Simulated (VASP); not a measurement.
Calculation: SCAN meta-GGA, VASP's PBE PAW potentials (set 64) (plane waves; VASP).

Input for VASP

**KPOINTS**
```
Automatic mesh
0
Gamma
9 9 9
0 0 0
```

**KPOINTS_OPT**
```
k-points along high-symmetry lines
10
Line-mode
Reciprocal
  0.000000   0.000000   0.000000 ! GAMMA
  0.500000  -0.500000   0.500000 ! H

  0.500000  -0.500000   0.500000 ! H
 -0.000000   0.000000   0.500000 ! N

 -0.000000   0.000000   0.500000 ! N
  0.000000   0.000000   0.000000 ! GAMMA

  0.000000   0.000000   0.000000 ! GAMMA
  0.250000   0.250000   0.250000 ! P

  0.250000   0.250000   0.250000 ! P
  0.500000  -0.500000   0.500000 ! H

  0.250000   0.250000   0.250000 ! P
 -0.000000   0.000000   0.500000 ! N
```

INCAR:
```
SYSTEM  =  Cs
LMIXTAU  =  T
LASPH  =  T   ! aspherical one-centre terms
ISIF  =  2   ! forces and stress, cell fixed
ISMEAR  =  -5   ! tetrahedra, Bloechl
LCHARG  =  F
NELM  =  100
LWAVE  =  F
LORBIT  =  11
LREAL  =  F   ! projection in real space or not
LMAXMIX  =  4   ! l cut-off of mixed one-centre charges
NEDOS  =  601   ! DOS grid
METAGGA  =  SCAN
EDIFF  =  1E-7   ! SCF stop (eV)
ALGO  =  Normal
PREC  =  Accurate
ENCUT  =  520
```

File POSCAR:
```
Cs
1
   -3.1223366540     3.1223366540     3.1223366540
    3.1223366540    -3.1223366540     3.1223366540
    3.1223366540     3.1223366540    -3.1223366540
Cs
1
Direct
  0.0000000000   0.0000000000   1.0000000000
```

POTCAR, in this order: Cs_sv (PBE.64 set). Program: vasp_std.

Question: What will the output report for the number of irreducible k-points (NKPTS), largest plane-wave count, number of space-group operations, FFT grid (NGX, NGY, NGZ)?

Answer: 
```json
{
  "number of irreducible k-points (NKPTS)": "35",
  "largest_plane_wave_count": "3319",
  "number_of_space_group_operations": "48",
  "FFT grid (NGX, NGY, NGZ)": "40 × 40 × 40"
}
```

The compound is Cs in the bcc structure. It was relaxed first, which changed the volume by +7 %.
